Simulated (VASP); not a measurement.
## Ti3Fe: equation of state with PBE

Ti3Fe:

```
Fe Ti
1.0
     2.99857    0.00000    0.00000
    -1.49928    2.59683    0.00000
     0.00000    0.00000    8.04156
Fe Ti
1 3
Direct
  0.66667 0.33333 0.00000
  0.33333 0.66667 0.78489
  0.33333 0.66667 0.21512
  0.66667 0.33333 0.50000
```

The cell comes from a database or a generator and needn't be the stable form of this composition.

```
Program             : VASP 6.6.1
Task                : equation of state
Functional          : PBE
Potentials or basis : VASP PAW PBE potentials, release 64 (Fe, Ti_sv)
Cutoff              : 520 eV
k mesh              : 10 × 10 × 4
Occupations         : fermi-dirac, width 0.05 eV
Spin                : collinear spin, ferromagnetic start
Starting moments    : [3.0, 1.0, 1.0, 1.0] μB
```

The equilibrium volume is 15.69 Å³/atom. The bulk modulus at fixed shape and positions is 125 GPa and the pressure derivative of the bulk modulus is 4.4.

Energy against volume, from the lowest point:
```
volume (Å³/atom)  energy (meV/atom)
          14.715              26.35
          15.028              11.65
          15.341               3.07
          15.654               0.00
          15.968               1.85
          16.281               8.14
          16.594              18.41
```

All runs of the series together: 22 min on 1 thread of AMD EPYC 9R45 96-Core Processor (Zen 5) (shared host).

Caveat: the cell was scaled at fixed shape and fractional positions, which overstates the stiffness of a crystal with free parameters, most of all of layers and chains.
